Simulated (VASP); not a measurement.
MgO (rock salt): the LDA gap over mesh and path against the volume, with the cell scaled uniformly; LDA's own equilibrium is at 8.906 Å³/atom. VASP (PAW), 520 eV cut-off, 12×12×12 Γ-centred mesh, Gaussian smearing of 0.050 eV, potentials Mg O.  Fit the value as a straight line in ln V.

| V (Å³/atom) | LDA gap over mesh and path (eV) |
|---|---|
| 7.837 | 6.571 |
| 8.104 | 6.173 |
| 8.371 | 5.803 |
| 8.639 | 5.458 |
| 8.906 | 5.136 |
| 9.173 | 4.836 |

**Question.** Fit the rows as the text says and predict the value at 9.44.

**Answer.** The slope against ln V is -11.02 eV, the volume deformation potential of this gap. The line misses the rows by up to 0.023 and gives 4.498 at 9.44. The run gave 4.554, +0.056 from the line, so the form doesn't hold that far.

Left out are failed runs and those whose mesh is unfit for this quantity.

The compound is MgO in the rock salt structure.
